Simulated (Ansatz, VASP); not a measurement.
One calculation of As2Se, two programs

```
As Se
1.0
    -3.52942    3.52942    2.65357
     3.52942   -3.52942    2.65357
     3.52942    3.52942   -2.65357
As Se
4 2
Direct
  0.87500 0.12500 0.75000
  0.37500 0.12500 0.25000
  0.87500 0.62500 0.75000
  0.87500 0.12500 0.25000
  0.50000 0.50000 0.00000
  0.25000 0.75000 0.50000
```

Alike in both runs: task single point; functional PBEsol; k mesh 4 × 4 × 4; occupations gaussian, width 0.1 eV; no spin polarisation.

|  | VASP | Ansatz |
| --- | --- | --- |
| version | VASP 6.6.1 | Ansatz 0.2.0 |
| potentials or method | VASP PAW PBE potentials, release 64 (As, Se) | scalar-relativistic, plane waves, PAW |
| plane-wave cutoff (eV) | 520 | 420 |
| valence electrons in the cell | 32 | 92 |

```csv
,VASP,Ansatz,Ansatz less VASP
gap on the k mesh at the Fermi level (eV),none,none,-
pressure (GPa),-3.7,-3.8,-0.16
largest component of the traceless stress (GPa),1.22,1.26,+0.046
```

A gap of «none» marks a metal or a gap that the smearing closes. The two sets of potentials don't hold the same shells in valence.

Caveats: the k mesh is coarse (spacing up to 0.37 Å⁻¹), so the values aren't converged; the PAW data sets were made with another functional, which shifts forces and pressure a little (VASP).
